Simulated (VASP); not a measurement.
A convergence study with VASP on GaN (wurtzite): one setting is varied, all else stays as given below, so the limit is that of these other settings. Each run relaxes cell and ions from the cell shown.

```xyz
4
Lattice="1.5950 -2.7626 0.0000 1.5950 2.7626 0.0000 0.0000 0.0000 5.1900" Properties=species:S:1:pos:R:3 pbc="T T T"
Ga     1.5950    -0.9209     2.5950
Ga     1.5950     0.9209     0.0000
N      1.5950    -0.9209     4.5516
N      1.5950     0.9209     1.9566
```

Computed with LDA (Ceperley-Alder, Perdew-Zunger), VASP's LDA PAW potentials (set 64) (plane waves; VASP). The tightest run used: 700 eV cut-off, 12×12×7 Γ-centred mesh, Gaussian smearing of 0.050 eV, potentials Ga_d N.

| setting | relaxed volume (Å³/atom) | E (eV/atom) | irreducible k-points |
|---|---|---|---|
| 2×2×1 mesh | 10.929 | -6.7120 | 2 |
| 3×3×2 mesh | 11.114 | -6.9022 | 6 |
| 4×4×2 mesh | 11.103 | -6.9624 | 8 |

Task: These are the cheaper rows. Estimate the results at 12×12×7 mesh, and how far the last row shown lies from them.

Result: 
| quantity | tightest run | last row shown is off by |
|---|---|---|
| relaxed volume (Å³/atom) | 11.105 | -0.002 |
| E (eV/atom) | -6.9792 | 0.0168 |

Left out are rungs that failed or repeat a setting and relaxations that didn't move; long series are thinned to 24 rows.

The compound is GaN in the wurtzite structure.
